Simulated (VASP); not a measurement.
# Ti3BiO3 (Pm-3m) in VASP: notebook, part 2 of 2

VASP 6.6.1.

## Step 4: Relaxation of cell and atoms, PBE

This run uses another cell than the first one, of 14.64 Å³/atom, 1.067 times its volume.

The input, INCAR:

```
PREC     = Normal         # precision mode
ENCUT    = 520            # plane-wave cutoff, eV
EDIFF    = 1E-4           # SCF threshold, eV
ISMEAR   = 0              # smearing method
SIGMA    = 0.15           # smearing width, eV
LREAL    = False          # projectors in reciprocal space
LASPH    = True           # aspherical terms in the spheres
NELM     = 60             # most SCF steps
ALGO     = Fast           # electronic algorithm
ISIF     = 3              # what is computed and relaxed
LWAVE    = False          # write WAVECAR
LCHARG   = False          # write CHGCAR
GGA      = PE             # functional
IBRION   = 2              # ionic algorithm
NSW      = 24             # ionic steps
EDIFFG   = -0.08          # ionic threshold
```

The input, KPOINTS:

```
Automatic mesh
0
Gamma
  3 3 3
```

The input, POSCAR:

```
Ti3BiO3
1.0
    4.6799440700      0.0000000000      0.0000000000
    0.0000000000      4.6799440700      0.0000000000
    0.0000000000      0.0000000000      4.6799440700
Ti Bi O
3 1 3
Direct
    0.5000000000      0.0000000000      0.0000000000
    0.0000000000      0.5000000000      0.0000000000
    0.0000000000      0.0000000000      0.5000000000
    0.5000000000      0.5000000000      0.5000000000
    0.5000000000      0.5000000000      0.0000000000
    0.0000000000      0.5000000000      0.5000000000
    0.5000000000      0.0000000000      0.5000000000
```

Potentials or basis: VASP PAW PBE potentials, release 64 (Ti_sv, Bi_d, O).

The run is started by

```console
$ cat potpaw_PBE.64/Ti_sv/POTCAR potpaw_PBE.64/Bi_d/POTCAR potpaw_PBE.64/O/POTCAR > POTCAR
$ mpirun -np 1 vasp_std > vasp.out
```

OUTCAR:

```text
PREC = Normal
   ENCUT = 520
   EDIFF = 1E-4
   ISMEAR = 0
   LREAL = False
   LASPH = True
   NELM = 60
   ISIF = 3
   GGA = PE
   IBRION = 2
   NSW = 24
   EDIFFG = -0.08

 ion  position               nearest neighbor table
   1  0.500  0.000  0.000-   5 2.34   7 2.34   7 2.34   5 2.34   4 3.31   4 3.31   4 3.31   4 3.31

   2  0.000  0.500  0.000-   5 2.34   6 2.34   6 2.34   5 2.34   4 3.31   4 3.31   4 3.31   4 3.31

   3  0.000  0.000  0.500-   6 2.34   7 2.34   6 2.34   7 2.34   4 3.31   4 3.31   4 3.31   4 3.31

   4  0.500  0.500  0.500-   5 2.34   6 2.34   7 2.34   5 2.34   7 2.34   6 2.34   1 3.31   2 3.31
                             1 3.31   1 3.31   3 3.31   2 3.31   1 3.31   2 3.31   3 3.31   3 3.31
   5  0.500  0.500  0.000-   1 2.34   2 2.34   4 2.34   4 2.34   1 2.34   2 2.34
   6  0.000  0.500  0.500-   2 2.34   3 2.34   4 2.34   2 2.34   3 2.34   4 2.34
   7  0.500  0.000  0.500-   1 2.34   3 2.34   4 2.34   1 2.34   4 2.34   3 2.34

  LATTYP: Found a simple cubic cell.
 ALAT       =     4.6799440700
[... 181 lines left out ...]
  Total       -4.3123247     -4.3123247     -4.3123247     -0.0000000      0.0000000     -0.0000000
  in kB      -67.4062317    -67.4062317    -67.4062317     -0.0000000      0.0000000     -0.0000000
  external PRESSURE =     -67.4062317 kB  Pullay stress =       0.0000000 kB
[... 69 lines left out ...]
--------------------------------------- Ionic step        3  -------------------------------------------

 number of electron      68.9999885 magnetization

 Free energy of the ion-electron system (eV)
  ---------------------------------------------------
  ext. energy  EPLUGINS =         0.00000000
  ---------------------------------------------------
  free energy    TOTEN  =       -49.26832920 eV

  energy without entropy =      -49.13514950  energy(sigma->0) =      -49.20173935

 E-fermi :   9.6284     XC(G=0): -11.6453

 val. band max:        9.6277732415   @ k =   0.3333   0.3333   0.0000
 cond. band min:       9.8373204041   @ k =   0.3333   0.3333   0.3333
 fundamental gap:      0.2095471626
 Fermi energy:         9.6284442936

 k-point     1 :       0.0000    0.0000    0.0000
  band No.  band energies     occupation
      1     -47.8308      2.00000
      2     -47.7974      2.00000
      3     -47.7974      2.00000
      4     -24.2829      2.00000
      5     -24.2829      2.00000
      6     -24.2829      2.00000
[... 199 lines left out ...]
  FREE ENERGIE OF THE ION-ELECTRON SYSTEM (eV)
  ---------------------------------------------------
  free  energy   TOTEN  =       -49.2683292007 eV

  energy  without entropy=      -49.1351494977  energy(sigma->0) =      -49.20173935

 reached required accuracy - stopping structural energy minimisation
```

Wall time 53 s (1 thread of AMD EPYC 9R45 (Zen 5), shared host); peak memory 0.14 GiB.

Results:

* Free energy: -49.2683 eV
* Relaxed volume: 13.72 Å³/atom
* Relaxed cell: a = 4.579 Å, b = 4.579 Å, c = 4.579 Å, α = 90.00°, β = 90.00°, γ = 90.00°
* Space group after relaxing (to 0.05 Å): Pm-3m (No. 221)
* Energy gained by relaxing: 22.6 meV/atom
* Ionic steps: 3
* Pressure after relaxing: 0.2 GPa
* Band gap on the k mesh: none (metal or under the smearing width)

The path:
```csv
step,energy change (eV),largest force (eV/Å),pressure (GPa),volume (Å³)
1,0.0000,0.0000,-6.74,102.50
2,-0.1259,0.0000,3.90,93.63
3,-0.1580,0.0000,0.19,96.01
```

Final structure:
```xyz
7
Lattice="4.5790 0.0000 0.0000 0.0000 4.5790 0.0000 0.0000 0.0000 4.5790" Properties=species:S:1:pos:R:3 pbc="T T T"
Ti    2.2895    0.0000    0.0000
Ti    0.0000    2.2895    0.0000
Ti    0.0000    0.0000    2.2895
Bi    2.2895    2.2895    2.2895
O     2.2895    2.2895    0.0000
O     0.0000    2.2895    2.2895
O     2.2895    0.0000    2.2895
```

Levels at points of the mesh, in eV from the Fermi level:
| k point | band 30 | band 31 | band 32 | band 33 | band 34 | band 35 | band 36 | band 37 | band 38 | band 39 |
| --- | --- | --- | --- | --- | --- | --- | --- | --- | --- | --- |
| (0.00, 0.00, 0.00) | -5.76 | -3.04 | -1.43 | -1.43 | -1.43 | 0.39 | 0.39 | 0.39 | 1.08 | 1.09 |

Caveat: the k mesh is coarse (spacing up to 0.45 Å⁻¹), so the values aren't converged; spin-orbit coupling is left out, which moves the levels of the heavy elements; an odd number of electrons without spin polarisation forces a metal; a magnetic or distorted state may lie lower; semilocal functionals often make such compounds metallic where correlation or magnetic order opens a gap, which also shifts bond lengths; the relaxation stopped at a loose force limit of 0.08 eV/Å, so its end isn't a converged minimum.

## Step 5: Relaxation of cell and atoms, PBE

This run uses another cell than the first one, of 15.09 Å³/atom, 1.100 times its volume.

INCAR is that of step 4.

KPOINTS is that of step 4.

The input, POSCAR:

```
Ti3BiO3
1.0
    4.7274639900      0.0000000000      0.0000000000
    0.0000000000      4.7274639900      0.0000000000
    0.0000000000      0.0000000000      4.7274639900
Ti Bi O
3 1 3
Direct
    0.5000000000      0.5000000000      0.0000000000
    0.0000000000      0.5000000000      0.5000000000
    0.5000000000      0.0000000000      0.5000000000
    0.5000000000      0.5000000000      0.5000000000
    0.5000000000      0.0000000000      0.0000000000
    0.0000000000      0.5000000000      0.0000000000
    0.0000000000      0.0000000000      0.5000000000
```

Potentials or basis: VASP PAW PBE potentials, release 64 (Ti_sv, Bi_d, O).

The run is started by

```console
$ cat potpaw_PBE.64/Ti_sv/POTCAR potpaw_PBE.64/Bi_d/POTCAR potpaw_PBE.64/O/POTCAR > POTCAR
$ mpirun -np 1 vasp_std > vasp.out
```

OUTCAR:

```text
PREC = Normal
   ENCUT = 520
   EDIFF = 1E-4
   ISMEAR = 0
   LREAL = False
   LASPH = True
   NELM = 60
   ISIF = 3
   GGA = PE
   IBRION = 2
   NSW = 24
   EDIFFG = -0.08

 ion  position               nearest neighbor table
   1  0.500  0.500  0.000-   4 2.36   5 2.36   6 2.36   4 2.36   5 2.36   6 2.36
   2  0.000  0.500  0.500-   4 2.36   6 2.36   7 2.36   6 2.36   7 2.36   4 2.36
   3  0.500  0.000  0.500-   4 2.36   5 2.36   7 2.36   5 2.36   4 2.36   7 2.36
   4  0.500  0.500  0.500-   1 2.36   2 2.36   3 2.36   1 2.36   3 2.36   2 2.36
   5  0.500  0.000  0.000-   1 2.36   3 2.36   3 2.36   1 2.36
   6  0.000  0.500  0.000-   1 2.36   2 2.36   2 2.36   1 2.36
   7  0.000  0.000  0.500-   2 2.36   3 2.36   2 2.36   3 2.36

  LATTYP: Found a simple cubic cell.
 ALAT       =     4.7274639900

  Lattice vectors:

 A1 = (   4.7274639900,   0.0000000000,   0.0000000000)
 A2 = (   0.0000000000,   4.7274639900,   0.0000000000)
 A3 = (   0.0000000000,   0.0000000000,   4.7274639900)

Analysis of symmetry for initial positions (statically):
=====================================================================
 Subroutine PRICEL returns:
 Original cell was already a primitive cell.

 Routine SETGRP: Setting up the symmetry group for a
 simple cubic supercell.

 Subroutine GETGRP returns: Found 48 space group operations
[... 147 lines left out ...]

 number of electron      69.0000077 magnetization

 Free energy of the ion-electron system (eV)
  ---------------------------------------------------
  ext. energy  EPLUGINS =         0.00000000
  ---------------------------------------------------
  free energy    TOTEN  =       -45.09109175 eV

  energy without entropy =      -44.97343256  energy(sigma->0) =      -45.03226215

------------------------ aborting loop because EDIFF is reached ----------------------------------------

  FORCE on cell =-STRESS in cart. coord.  units (eV):
  Direction    XX          YY          ZZ          XY          YZ          ZX
  --------------------------------------------------------------------------------------
  -------------------------------------------------------------------------------------
  Total        8.0957674      8.0957674      8.0957674      0.0000000      0.0000000      0.0000000
  in kB      122.7676428    122.7676428    122.7676428      0.0000000      0.0000000      0.0000000
  external PRESSURE =     122.7676428 kB  Pullay stress =       0.0000000 kB
[... 69 lines left out ...]
--------------------------------------- Ionic step        3  -------------------------------------------

 number of electron      68.9999985 magnetization

 Free energy of the ion-electron system (eV)
  ---------------------------------------------------
  ext. energy  EPLUGINS =         0.00000000
  ---------------------------------------------------
  free energy    TOTEN  =       -45.48450773 eV

  energy without entropy =      -45.35203644  energy(sigma->0) =      -45.41827208

 E-fermi :   6.1073     XC(G=0): -10.3098

 val. band max:        6.0700517365   @ k =   0.3333   0.3333   0.3333
 cond. band min:       6.1362982913   @ k =   0.3333   0.0000   0.0000
 fundamental gap:      0.0662465549
 Fermi energy:         6.1072750355

 k-point     1 :       0.0000    0.0000    0.0000
  band No.  band energies     occupation
      1     -52.0965      2.00000
      2     -52.0819      2.00000
      3     -52.0819      2.00000
      4     -28.4084      2.00000
      5     -28.4084      2.00000
      6     -28.4084      2.00000
[... 199 lines left out ...]
  FREE ENERGIE OF THE ION-ELECTRON SYSTEM (eV)
  ---------------------------------------------------
  free  energy   TOTEN  =       -45.4845077275 eV

  energy  without entropy=      -45.3520364421  energy(sigma->0) =      -45.41827208

 reached required accuracy - stopping structural energy minimisation
```

OSZICAR:

```text
N       E                     dE             d eps       ncg     rms          rms(c)
DAV:   1     0.102044806995E+04    0.10204E+04   -0.35074E+04   336   0.209E+03
DAV:   2     0.123611627996E+03   -0.89684E+03   -0.88013E+03   328   0.626E+02
DAV:   3    -0.428097429887E+02   -0.16642E+03   -0.16336E+03   522   0.232E+02
[... 97 lines left out ...]
RMM:   7    -0.454831837793E+02   -0.26299E-02   -0.19773E-02   530   0.777E-01    0.123E-01
RMM:   8    -0.454840942284E+02   -0.91045E-03   -0.66238E-03   484   0.380E-01    0.754E-02
RMM:   9    -0.454842744640E+02   -0.18024E-03   -0.23996E-03   433   0.291E-01    0.865E-03
RMM:  10    -0.454844321563E+02   -0.15769E-03   -0.17207E-03   357   0.177E-01    0.130E-02
RMM:  11    -0.454845077275E+02   -0.75571E-04   -0.92817E-04   324   0.130E-01
   3 F= -.45484508E+02 E0= -.45418272E+02  d E =-.393416E+00
```

CONTCAR:

```text
Ti3BiO3
   1.00000000000000
     4.8847841640425589    0.0000000000000000    0.0000000000000000
     0.0000000000000000    4.8847841640425589   -0.0000000000000000
     0.0000000000000000    0.0000000000000000    4.8847841640425589
  Ti              Bi              O
     3     1     3
Direct
     0.5000000000000000    0.5000000000000000    0.0000000000000000
     0.0000000000000000    0.5000000000000000    0.5000000000000000
     0.5000000000000000    0.0000000000000000    0.5000000000000000
     0.5000000000000000    0.5000000000000000    0.5000000000000000
     0.5000000000000000    0.0000000000000000    0.0000000000000000
     0.0000000000000000    0.5000000000000000    0.0000000000000000
     0.0000000000000000    0.0000000000000000    0.5000000000000000

  0.00000000E+00  0.00000000E+00  0.00000000E+00
  0.00000000E+00  0.00000000E+00  0.00000000E+00
  0.00000000E+00  0.00000000E+00  0.00000000E+00
  0.00000000E+00  0.00000000E+00  0.00000000E+00
  0.00000000E+00  0.00000000E+00  0.00000000E+00
  0.00000000E+00  0.00000000E+00  0.00000000E+00
  0.00000000E+00  0.00000000E+00  0.00000000E+00
```

Wall time 72 s (1 thread of AMD EPYC 9R45 (Zen 5), shared host); peak memory 0.14 GiB.

Results:

```
Free energy                            : -45.4845 eV
Relaxed volume                         : 16.65 Å³/atom
Relaxed cell                           : a = 4.885 Å, b = 4.885 Å, c = 4.885 Å, α = 90.00°, β = 90.00°, γ = 90.00°
Space group after relaxing (to 0.05 Å) : Pm-3m (No. 221)
Energy gained by relaxing              : 56.2 meV/atom
Ionic steps                            : 3
Pressure after relaxing                : -0.2 GPa
Band gap on the k mesh                 : none (metal or under the smearing width)
```

The path:
```csv
step,energy change (eV),largest force (eV/Å),pressure (GPa),volume (Å³)
1,0.0000,0.0000,12.28,105.65
2,-0.2227,0.0000,-6.74,124.34
3,-0.3934,0.0000,-0.23,116.56
```

Final structure:
```
Ti Bi O
1.0
     4.88478    0.00000    0.00000
     0.00000    4.88478    0.00000
     0.00000    0.00000    4.88478
Ti Bi O
3 1 3
Direct
  0.50000 0.50000 0.00000
  0.00000 0.50000 0.50000
  0.50000 0.00000 0.50000
  0.50000 0.50000 0.50000
  0.50000 0.00000 0.00000
  0.00000 0.50000 0.00000
  0.00000 0.00000 0.50000
```

Caveat: the k mesh is coarse (spacing up to 0.44 Å⁻¹), so the values aren't converged; spin-orbit coupling is left out, which moves the levels of the heavy elements; an odd number of electrons without spin polarisation forces a metal; a magnetic or distorted state may lie lower; semilocal functionals often make such compounds metallic where correlation or magnetic order opens a gap, which also shifts bond lengths; the relaxation stopped at a loose force limit of 0.08 eV/Å, so its end isn't a converged minimum.
